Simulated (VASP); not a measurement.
**Aluminum: structure and properties in VASP**

Aim: relax Aluminum with SCAN, compute its properties on that cell and hold them against experiment. The steps: relaxing cell and atoms (SCAN), second relaxation, density, ELF and potential (SCAN), band structure (SCAN), density of states (SCAN), volume scan with SCAN and fit for SCAN. Left out of this account: 1 further run (core levels: core levels are not valid at this level). The start is a cell from a database of measured crystal structures.

Calculated with VASP 6.6.1; SCAN; plane waves and PAW (Al).

The experiments to compare with:

For Al, face-centred cubic (bulk crystal), “The interpretation of polycrystalline coherent inelastic neutron scattering from aluminium” (2013, pmc:3831299) quotes earlier work: lattice constant a (cubic lattice constant) 4.0495 Å [literature comparison value; measurement temperature not stated]; bulk modulus 76.9 GPa [literature comparison value; Voigt average; temperature not stated].

## (1) Set-up

Before any relaxation, the start is as follows. It takes space group Fm-3m (No. 225, cubic). The conventional cell has a = 4.050 Å, b = 4.050 Å, c = 4.050 Å, α = 90.00°, β = 90.00°, γ = 90.00°. Al has 12 Al at 2.86 Å nearest.

## (2) Relaxing cell and atoms (SCAN)

Properties are meant for the cell that this level of theory prefers, so cell and atoms are relaxed first (ISIF = 3) until forces and stress are small; EDIFFG sets the threshold. SCAN adds the kinetic-energy density; it is numerically more delicate than r2SCAN.

INCAR reads:

```
SYSTEM = Al
PREC = Accurate
ENCUT = 400
EDIFF = 1E-06
NELM = 100
ISMEAR = 1
SIGMA = 0.2
LREAL = .FALSE.
ALGO = Normal
METAGGA = SCAN
LASPH = .TRUE.
NBANDS = 7
LORBIT = 11
LWAVE = .FALSE.
LCHARG = .FALSE.
KPAR = 2
IBRION = 2
NSW = 60
ISIF = 3
EDIFFG = -0.01
```

POSCAR reads:

```
Al
1.0
    0.0000000000      2.0248050000      2.0248050000
    2.0248050000      0.0000000000      2.0248050000
    2.0248050000      2.0248050000      0.0000000000
Al
1
Direct
    0.0000000000      0.0000000000      0.0000000000
```

KPOINTS reads:

```
Automatic mesh
0
Gamma
8 8 8
0 0 0
```

Potentials, in the order of the species: Al (PBE family, release 64).

Command:

```sh
$ mpirun -np 2 vasp_std
```

Output:

```text
[banner, memory and clock lines left out]
running    2 mpi-ranks, on    1 nodes
 distrk:  each k-point on    1 cores,    2 groups
 distr:  one band on    1 cores,    1 groups

 POSCAR found type information on POSCAR Al
 POSCAR found :  1 types and       1 ions
|                                                                             |
|               ----> ADVICE to this user running VASP <----                  |
|                                                                             |
|     You enforced a specific xc type in the INCAR file but a different       |
|     [... a line on the potential file left out ...]
|     I HOPE YOU KNOW WHAT YOU ARE DOING!                                     |
|                                                                             |

 LDA part: xc-table for (None), standard interpolation
 POSCAR, INCAR and KPOINTS ok, starting setup
 FFT: planning ... GRIDC
 FFT: planning ... GRID_SOFT
 FFT: planning ... GRID
 WAVECAR not read
 entering main loop
       N       E                     dE             d eps       ncg     rms          rms(c)
DAV:   1    -0.676144921915E+01   -0.67614E+01   -0.75638E+02   413   0.185E+02
DAV:   2    -0.796401516104E+01   -0.12026E+01   -0.11800E+01   574   0.198E+01
DAV:   3    -0.797187386547E+01   -0.78587E-02   -0.78601E-02   567   0.175E+00
DAV:   4    -0.797188367951E+01   -0.98140E-05   -0.98147E-05   651   0.619E-02
DAV:   5    -0.797188368260E+01   -0.30838E-08   -0.29862E-08   532   0.983E-04    0.300E+00
DAV:   6    -0.774010056932E+01    0.23178E+00   -0.96189E-02   406   0.172E+00    0.175E+00
DAV:   7    -0.772888961140E+01    0.11211E-01   -0.39834E-02   434   0.153E+00    0.101E-01
DAV:   8    -0.772957228271E+01   -0.68267E-03   -0.26080E-03   504   0.378E-01    0.102E-01
DAV:   9    -0.773022508595E+01   -0.65280E-03   -0.30870E-03   448   0.320E-01    0.634E-02
DAV:  10    -0.773026925169E+01   -0.44166E-04   -0.21319E-04   581   0.117E-01    0.150E-02
DAV:  11    -0.773029111764E+01   -0.21866E-04   -0.44318E-05   539   0.375E-02    0.129E-02
DAV:  12    -0.773031024110E+01   -0.19123E-04   -0.99855E-05   483   0.525E-02    0.228E-03
DAV:  13    -0.773031327515E+01   -0.30341E-05   -0.91442E-06   595   0.180E-02    0.331E-03
DAV:  14    -0.773031368596E+01   -0.41081E-06   -0.41901E-06   497   0.126E-02
   1 F= -.77303137E+01 E0= -.77302214E+01  d E =-.773031E+01
 curvature:   0.00 expect dE= 0.000E+00 dE for cont linesearch  0.000E+00
 trial: gam= 0.00000 g(F)=  0.458E-66 g(S)=  0.106E-01 ort = 0.000E+00 (trialstep = 0.100E+01)
 search vector abs. value=  0.106E-01
 bond charge predicted
       N       E                     dE             d eps       ncg     rms          rms(c)
DAV:   1    -0.773677749363E+01   -0.64642E-02   -0.11809E-01   469   0.171E+00    0.377E-01
DAV:   2    -0.773606646384E+01    0.71103E-03   -0.39066E-02   406   0.130E+00    0.148E-01
DAV:   3    -0.773464388479E+01    0.14226E-02   -0.36356E-03   420   0.474E-01    0.664E-02
DAV:   4    -0.773468380294E+01   -0.39918E-04   -0.10702E-04   448   0.896E-02    0.479E-02
DAV:   5    -0.773470261006E+01   -0.18807E-04   -0.27715E-04   406   0.116E-01    0.788E-03
DAV:   6    -0.773469037651E+01    0.12234E-04   -0.45463E-05   406   0.497E-02    0.735E-03
DAV:   7    -0.773468966958E+01    0.70692E-06   -0.38672E-06   469   0.115E-02
   2 F= -.77346897E+01 E0= -.77347311E+01  d E =-.437598E-02
 trial-energy change:   -0.004376  1 .order   -0.004147   -0.010585    0.002291
 step:   0.8367(harm=  0.8220)  dis= 0.00000  next Energy=    -7.734876 (dE=-0.456E-02)
 bond charge predicted
       N       E                     dE             d eps       ncg     rms          rms(c)
DAV:   1    -0.773499398860E+01   -0.30361E-03   -0.31912E-03   469   0.289E-01    0.632E-02
DAV:   2    -0.773492470261E+01    0.69286E-04   -0.13452E-03   406   0.236E-01    0.284E-02
DAV:   3    -0.773487597406E+01    0.48729E-04   -0.12439E-04   420   0.852E-02    0.984E-03
DAV:   4    -0.773487382364E+01    0.21504E-05   -0.34644E-06   462   0.163E-02    0.713E-03
DAV:   5    -0.773487047499E+01    0.33486E-05   -0.95925E-06   406   0.225E-02    0.142E-03
DAV:   6    -0.773487090575E+01   -0.43076E-06   -0.15640E-06   406   0.904E-03
   3 F= -.77348709E+01 E0= -.77348751E+01  d E =-.455722E-02
 curvature:  -0.41 expect dE=-0.151E-06 dE for cont linesearch -0.151E-06
 trial: gam= 0.00000 g(F)=  0.269E-64 g(S)=  0.369E-06 ort =-0.625E-04 (trialstep = 0.967E+00)
 search vector abs. value=  0.369E-06
 reached required accuracy - stopping structural energy minimisation
```

Run time: 16 s. Hardware: 2 MPI ranks of Intel Xeon 6975P-C (Granite Rapids), shared host; peak memory 0.22 GiB.

The logs omit lines about the potential files and the build; timing stands in the text.

Parts of OUTCAR (step 2):

```text
ion  position               nearest neighbor table
   1  0.000  0.000  0.000-

  LATTYP: Found a face centered cubic cell.
 ALAT       =     4.0496100000

 Subroutine GETGRP returns: Found 48 space group operations
 (whereof 48 operations were pure point group operations)

The static configuration has the point symmetry O_h .

 Found     29 irreducible k-points:

   k-points           NKPTS =     29   k-points in BZ     NKDIM =     29   number of bands    NBANDS=      7

   dimension x,y,z NGX =    20 NGY =   20 NGZ =   20
   dimension x,y,z NGXF=    40 NGYF=   40 NGZF=   40

   ENCUT  =  400.0 eV  29.40 Ry    5.42 a.u.   4.67  4.67  4.67*2*pi/ulx,y,z

   NELECT =       3.0000    total number of electrons

 k-points in reciprocal lattice and weights: Automatic mesh
   0.00000000  0.00000000  0.00000000       0.002
   0.12500000  0.00000000  0.00000000       0.016
   0.25000000  0.00000000  0.00000000       0.016
   0.37500000  0.00000000  0.00000000       0.016
   0.50000000  0.00000000  0.00000000       0.008
   0.12500000  0.12500000  0.00000000       0.012
   0.25000000  0.12500000  0.00000000       0.047
   0.37500000  0.12500000  0.00000000       0.047
   0.50000000  0.12500000  0.00000000       0.047
[...]
-0.37500000  0.50000000  0.12500000       0.023
  -0.25000000  0.50000000  0.25000000       0.012

 average (electrostatic) potential at core
       1 -75.2317

 E-fermi :   8.3036

 k-point     1 :       0.0000    0.0000    0.0000
  band No.  band energies     occupation
      1      -3.4350      2.00000
      2      21.5518      0.00000
      3      21.5518      0.00000
      4      21.5518      0.00000
      5      23.2936      0.00000
      6      23.2936      0.00000
    ...

 k-point     2 :       0.1250    0.0000    0.0000
  band No.  band energies     occupation
      1      -2.9878      2.00000
      2      17.0370      0.00000
      3      20.6222      0.00000
      4      20.6222      0.00000
      5      23.6885      0.00000
      6      24.8632      0.00000
    ...

 k-point     3 :       0.2500    0.0000    0.0000
  band No.  band energies     occupation
      1      -1.6548      2.00000
      2      11.9083     -0.00000
      3      19.8373      0.00000
      4      19.8373      0.00000
      5      23.2308      0.00000
      6      23.8443      0.00000
    ...

  Total        0.0015972      0.0015972      0.0015972     -0.0000000     -0.0000000      0.0000000
  in kB        0.1592905      0.1592905      0.1592905     -0.0000000     -0.0000000      0.0000000
  external PRESSURE =       0.1592905 kB  Pullay stress =       0.0000000 kB

  energy-cutoff  :      400.00
  volume of cell :       16.06
      direct lattice vectors                 reciprocal lattice vectors
    -0.000000000  2.002703672  2.002703672    -0.249662497  0.249662497  0.249662497
     2.002703672  0.000000000  2.002703672     0.249662497 -0.249662497  0.249662497
     2.002703672  2.002703672 -0.000000000     0.249662497  0.249662497 -0.249662497

 POSITION                                       TOTAL-FORCE (eV/Angst)
 -----------------------------------------------------------------------------------
      0.00000      0.00000      0.00000         0.000000      0.000000      0.000000
 -----------------------------------------------------------------------------------
    total drift:                                0.000000     -0.000000     -0.000000

  FREE ENERGIE OF THE ION-ELECTRON SYSTEM (eV)
  ---------------------------------------------------
  free  energy   TOTEN  =        -7.7348709058 eV

  energy  without entropy=       -7.7348835116  energy(sigma->0) =       -7.73487511

 reached required accuracy - stopping structural energy minimisation

 total charge
# of ion       s       p       d       tot
------------------------------------------
    1        0.435   0.365   0.000   0.799

[... 3 further parts left out ...]
```

CONTCAR:

```
Al
   1.00000000000000
    -0.0000000000000000    2.0027036723673772    2.0027036723673772
     2.0027036723673772    0.0000000000000000    2.0027036723673772
     2.0027036723673772    2.0027036723673772   -0.0000000000000000
  Al
     1
Direct
     0.0000000000000000    0.0000000000000000    0.0000000000000000
```

This run has no spin polarisation. Its electron count is odd, so without a moment it is a metal by construction. The k-mesh is coarse for a metal. The PAW data sets were made with PBE, which is usual practice but a small mismatch for other functionals. The run keeps the 48 symmetry operations of its start, so it cannot find a distortion of lower symmetry.

Relaxation path:

```
step  energy less that of the first step (eV)  largest force (eV/Å)  pressure (GPa)  volume (Å³)
   1                                   0.0000                0.0000           -2.61        16.60
   2                                  -0.0044                0.0000            0.59        15.96
   3                                  -0.0046                0.0000            0.02        16.06
```

```
conventional cell, symmetrised  before  after  change
                         a (Å)   4.050  4.005  -1.1 %
                         b (Å)   4.050  4.005  -1.1 %
                         c (Å)   4.050  4.005  -1.1 %
              volume (Å³/atom)   16.60  16.06  -3.2 %
```

Final coordinates:

```xyz
1
Lattice="0.0000 2.0027 2.0027 2.0027 0.0000 2.0027 2.0027 2.0027 0.0000" Properties=species:S:1:pos:R:3 pbc="T T T"
Al    0.0000    0.0000    0.0000
```

This step gave:

| Item | Value |
| --- | --- |
| electrons | 3 |
| bands | 7 |
| irreducible k-points | 29 |
| symmetry operations | 48 |
| free energy (TOTEN) | -7.735 eV |
| Fermi energy | 8.304 eV |
| pressure | 0.01593 GPa |
| metallic | yes |
| SCF cycles over all ionic steps | 27 |

It ends with forces that vanish by symmetry and a pressure of 0.02 GPa. The volume lies -3.2 % from that of the database's start, which holds the thermal and zero-point expansion of its experiment.

## (3) Second relaxation

A relaxation keeps the plane waves of the cell it began with, so it is repeated from the new cell, on a basis made for it.

INCAR is that of step 2.

POSCAR reads:

```
Al
1.0
    0.0000000000      2.0027036724      2.0027036724
    2.0027036724      0.0000000000      2.0027036724
    2.0027036724      2.0027036724      0.0000000000
Al
1
Direct
    0.0000000000      0.0000000000      0.0000000000
```

KPOINTS is that of step 2.

Command:

```sh
$ mpirun -np 2 vasp_std
```

Output:

```text
[banner, memory and clock lines left out]
running    2 mpi-ranks, on    1 nodes
 distrk:  each k-point on    1 cores,    2 groups
 distr:  one band on    1 cores,    1 groups

 POSCAR found type information on POSCAR Al
 POSCAR found :  1 types and       1 ions
 [... a notice as in an earlier step ...]

 LDA part: xc-table for (None), standard interpolation
 POSCAR, INCAR and KPOINTS ok, starting setup
 FFT: planning ... GRIDC
 FFT: planning ... GRID_SOFT
 FFT: planning ... GRID
 WAVECAR not read
 entering main loop
       N       E                     dE             d eps       ncg     rms          rms(c)
DAV:   1    -0.665527031908E+01   -0.66553E+01   -0.73318E+02   413   0.181E+02
DAV:   2    -0.796024156731E+01   -0.13050E+01   -0.11986E+01   560   0.198E+01
DAV:   3    -0.796916634722E+01   -0.89248E-02   -0.89249E-02   623   0.172E+00
DAV:   4    -0.796917997759E+01   -0.13630E-04   -0.13630E-04   595   0.541E-02
DAV:   5    -0.796917999041E+01   -0.12820E-07   -0.14030E-07   574   0.192E-03    0.309E+00
DAV:   6    -0.774186439496E+01    0.22732E+00   -0.96586E-02   434   0.169E+00    0.180E+00
DAV:   7    -0.773264591650E+01    0.92185E-02   -0.44391E-02   406   0.151E+00    0.107E-01
DAV:   8    -0.773386471267E+01   -0.12188E-02   -0.37831E-03   490   0.416E-01    0.111E-01
DAV:   9    -0.773473804650E+01   -0.87333E-03   -0.43307E-03   441   0.395E-01    0.654E-02
DAV:  10    -0.773475376817E+01   -0.15722E-04   -0.10950E-04   630   0.906E-02    0.351E-02
DAV:  11    -0.773476118205E+01   -0.74139E-05   -0.80001E-06   560   0.214E-02    0.285E-02
DAV:  12    -0.773477657291E+01   -0.15391E-04   -0.44247E-05   518   0.388E-02    0.620E-03
DAV:  13    -0.773478006711E+01   -0.34942E-05   -0.15226E-05   518   0.221E-02    0.548E-03
DAV:  14    -0.773478020317E+01   -0.13605E-06   -0.34360E-06   497   0.134E-02
   1 F= -.77347802E+01 E0= -.77347869E+01  d E =-.773478E+01
 curvature:   0.00 expect dE= 0.000E+00 dE for cont linesearch  0.000E+00
 trial: gam= 0.00000 g(F)=  0.229E-65 g(S)=  0.847E-07 ort = 0.000E+00 (trialstep = 0.100E+01)
 search vector abs. value=  0.848E-07
 reached required accuracy - stopping structural energy minimisation
```

The job ended after 7.8 s (2 MPI ranks; peak memory 0.2 GiB; 12 s of CPU time).

OUTCAR, selected parts (step 3):

```text
  LATTYP: Found a face centered cubic cell.
 ALAT       =     4.0054073448

The static configuration has the point symmetry O_h .

 Found     29 irreducible k-points:

   dimension x,y,z NGX =    18 NGY =   18 NGZ =   18
   dimension x,y,z NGXF=    36 NGYF=   36 NGZF=   36

   ENCUT  =  400.0 eV  29.40 Ry    5.42 a.u.   4.62  4.62  4.62*2*pi/ulx,y,z

   NELECT =       3.0000    total number of electrons

 E-fermi :   8.3036

 k-point     1 :       0.0000    0.0000    0.0000
  band No.  band energies     occupation
      1      -3.4352      2.00000
      2      21.5553      0.00000
      3      21.5553      0.00000
      4      21.5553      0.00000
      5      23.2944      0.00000
      6      23.2944      0.00000
    ...

 k-point     2 :       0.1250    0.0000    0.0000
  band No.  band energies     occupation
      1      -2.9880      2.00000
      2      17.0373      0.00000
      3      20.6230      0.00000
      4      20.6231      0.00000
      5      23.6896      0.00000
      6      24.8642      0.00000
    ...

  Total        0.0007652      0.0007652      0.0007652      0.0000000     -0.0000000      0.0000000
  in kB        0.0763107      0.0763107      0.0763107      0.0000000     -0.0000000      0.0000000
  external PRESSURE =       0.0763107 kB  Pullay stress =       0.0000000 kB

  energy-cutoff  :      400.00
  volume of cell :       16.06
      direct lattice vectors                 reciprocal lattice vectors
     0.000000000  2.002703672  2.002703672    -0.249662497  0.249662497  0.249662497
     2.002703672  0.000000000  2.002703672     0.249662497 -0.249662497  0.249662497
     2.002703672  2.002703672  0.000000000     0.249662497  0.249662497 -0.249662497

  FREE ENERGIE OF THE ION-ELECTRON SYSTEM (eV)
  ---------------------------------------------------
  free  energy   TOTEN  =        -7.7347802032 eV

  energy  without entropy=       -7.7348003042  energy(sigma->0) =       -7.73478690

[... 7 parts as in an earlier step ...]

[... 5 further parts left out ...]
```

CONTCAR:

```
Al
   1.00000000000000
     0.0000000000000000    2.0027036724000000    2.0027036724000000
     2.0027036724000000    0.0000000000000000    2.0027036724000000
     2.0027036724000000    2.0027036724000000    0.0000000000000000
  Al
     1
Direct
     0.0000000000000000    0.0000000000000000    0.0000000000000000
```

Little changed from the start: no atom moved by 0.005 Å and no cell edge by 0.1 %.

Numbers from this step:

```yaml
pressure: 0.007631 GPa
scf_cycles_over_all_ionic_steps: 14
```

It ends with forces that vanish by symmetry and a pressure of 0.01 GPa. The volume moved by under 0.01 %: the run met its threshold at the first step.

(Part 1 of 4 ends here.)

[Lines on the potential files, build, host, timing and source positions are cut from VASP's logs without a mark.]

[Logs are printed without paths, hosts, clocks, repeated set-up lines and the standing remarks that a program may print on its own settings, such as how far it seeks lower states.]

[Hosts, paths, dates, database ids (printed as entryN), source tags and the programs' standing remarks are cut or masked in the printed files.]

[A measured line is paired with the nearest computed mode of its activity, which favours agreement.]
